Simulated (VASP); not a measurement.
Computed with r2SCAN meta-GGA with spin-orbit coupling, VASP's PBE PAW potentials (set 64) (plane waves; VASP).

VASP ran on this input.

**KPOINTS_OPT**
```
k-points along high-symmetry lines
5
Line-mode
Reciprocal
  0.000000   0.000000   0.000000 ! GAMMA
 -0.500000   0.500000   0.000000 ! Y

 -0.500000   0.500000   0.000000 ! Y
 -0.275003   0.724997   0.000000 ! C_0

  0.275003   0.275003   0.000000 ! SIGMA_0
  0.000000   0.000000   0.000000 ! GAMMA

  0.000000   0.000000   0.000000 ! GAMMA
  0.000000   0.000000   0.500000 ! Z

  0.000000   0.000000   0.500000 ! Z
  0.275003   0.275003   0.500000 ! A_0

 -0.275003   0.724997   0.500000 ! E_0
 -0.500000   0.500000   0.500000 ! T

 -0.500000   0.500000   0.500000 ! T
 -0.500000   0.500000   0.000000 ! Y

  0.000000   0.000000   0.000000 ! GAMMA
  0.000000   0.500000   0.000000 ! S

  0.000000   0.500000   0.000000 ! S
  0.000000   0.500000   0.500000 ! R

  0.000000   0.500000   0.500000 ! R
  0.000000   0.000000   0.500000 ! Z

  0.000000   0.000000   0.500000 ! Z
 -0.500000   0.500000   0.500000 ! T
```

**KPOINTS**
```
K-points
0
Gamma
 7 7 7
```

INCAR:
```
ISMEAR = 0   ! Gaussian
ENCUT = 400
LWAVE = .False.
LSORBIT = .True.
PREC = Accurate
SYSTEM = Ge
LASPH = .True.   ! aspherical one-centre terms
ALGO = Normal
METAGGA = R2SCAN
LCHARG = .False.
NELM = 100
SIGMA = 0.05
LMAXMIX = 4   ! l cut-off of mixed one-centre charges
LREAL = .False.   ! projection in real space or not
LMIXTAU = .True.
MAGMOM = 12*0
EDIFF = 1E-6   ! SCF stop (eV)
GGA_COMPAT = .False.
```

POSCAR:
```
Ge
1
    2.5410058415    -4.0385415244     0.0000000000
    2.5410058415     4.0385415244    -0.0000000000
    0.0000000000     0.0000000000     3.9495264511
Ge
4
Direct
  0.3526202357   0.6473797643   0.6540449422
  0.6473797643   0.3526202357   0.3459550578
  0.8526202357   0.1473797643   0.8459550578
  0.1473797643   0.8526202357   0.1540449422
```

POTCAR, in this order: Ge_d (PBE.64 set). Program: vasp_ncl.

The run wrote:

File OSZICAR:
```
       N       E                     dE             d eps       ncg     rms          rms(c)
DAV:   1     0.589140932183E+03    0.58914E+03   -0.22633E+04  9758   0.436E+03
DAV:   2     0.641810958881E+02   -0.52496E+03   -0.51050E+03  8448   0.101E+03
DAV:   3    -0.488858596826E+02   -0.11307E+03   -0.10886E+03  8950   0.254E+02
DAV:   4    -0.590475394535E+02   -0.10162E+02   -0.98181E+01  9728   0.836E+01
DAV:   5    -0.593795138536E+02   -0.33197E+00   -0.33017E+00  9474   0.163E+01    0.350E+00
DAV:   6    -0.540717653084E+02    0.53077E+01   -0.78531E-01 10268   0.133E+01    0.188E+00
DAV:   7    -0.525657130745E+02    0.15061E+01   -0.84035E-01  9168   0.831E+00    0.794E-01
DAV:   8    -0.539262843179E+02   -0.13606E+01   -0.44378E-01  8672   0.450E+00    0.415E-01
DAV:   9    -0.539676640883E+02   -0.41380E-01   -0.42036E-02  9516   0.139E+00    0.136E-01
DAV:  10    -0.539803429702E+02   -0.12679E-01   -0.32332E-02  9006   0.171E+00    0.986E-02
DAV:  11    -0.539886966464E+02   -0.83537E-02   -0.67050E-03  8714   0.524E-01    0.541E-02
DAV:  12    -0.539897169621E+02   -0.10203E-02   -0.89807E-04  9372   0.259E-01    0.303E-02
DAV:  13    -0.539907647171E+02   -0.10478E-02   -0.43389E-04  8672   0.153E-01    0.119E-02
DAV:  14    -0.539908331928E+02   -0.68476E-04   -0.64345E-05  9130   0.525E-02    0.500E-03
DAV:  15    -0.539908226958E+02    0.10497E-04   -0.17286E-05  8864   0.350E-02    0.343E-03
DAV:  16    -0.539908401960E+02   -0.17500E-04   -0.96571E-06  7042   0.259E-02    0.118E-03
DAV:  17    -0.539908420079E+02   -0.18119E-05   -0.19420E-06  6578   0.854E-03    0.630E-04
DAV:  18    -0.539908422401E+02   -0.23221E-06   -0.11884E-07  4530   0.281E-03
   1 F= -.53990842E+02 E0= -.53989836E+02  d E =-.201166E-02  mag=    -0.0000    -0.0000    -0.0000
       N       E                     dE             ncg
```

File OUTCAR:
```
------------------------ aborting loop because EDIFF is reached ----------------------------------------
  FORCE on cell =-STRESS in cart. coord.  units (eV):
  Direction    XX          YY          ZZ          XY          YZ          ZX
  --------------------------------------------------------------------------------------
  Total        0.0684575     -0.0138125      0.0083390      0.0000000      0.0000000      0.0000000
  in kB        1.3530898     -0.2730095      0.1648235      0.0000000      0.0000000      0.0000000
  external PRESSURE =       0.4149680 kB  Pullay stress =       0.0000000 kB
  volume of cell :       81.06
      direct lattice vectors                 reciprocal lattice vectors
     2.541005842 -4.038541524  0.000000000     0.196772472 -0.123807072  0.000000000
     2.541005842  4.038541524  0.000000000     0.196772472  0.123807072  0.000000000
     0.000000000  0.000000000  3.949526451     0.000000000  0.000000000  0.253194911
 POSITION                                       TOTAL-FORCE (eV/Angst)
 -----------------------------------------------------------------------------------
      2.54101      1.19040      2.58317         0.000000     -0.007874      0.007166
      2.54101     -1.19040      1.36636         0.000000      0.007874     -0.007166
      2.54101     -2.84814      3.34112         0.000000     -0.007874     -0.007166
      2.54101      2.84814      0.60840         0.000000      0.007874      0.007166
 -----------------------------------------------------------------------------------
    total drift:                                0.000000     -0.000000      0.000000
  FREE ENERGIE OF THE ION-ELECTRON SYSTEM (eV)
  ---------------------------------------------------
  free  energy   TOTEN  =       -53.9908422401 eV

  energy  without entropy=      -53.9888305784  energy(sigma->0) =      -53.98983641

 Ion:    1  E_soc:     -0.0177167

 Ion:    2  E_soc:     -0.0177167

 Ion:    3  E_soc:     -0.0177167

 Ion:    4  E_soc:     -0.0177167
```
(Selected blocks of OUTCAR.)

The structure was generated: Ge was put into the black-P type (Cmce), which need not be its known phase. It was relaxed first, which changed the volume by -15 %.
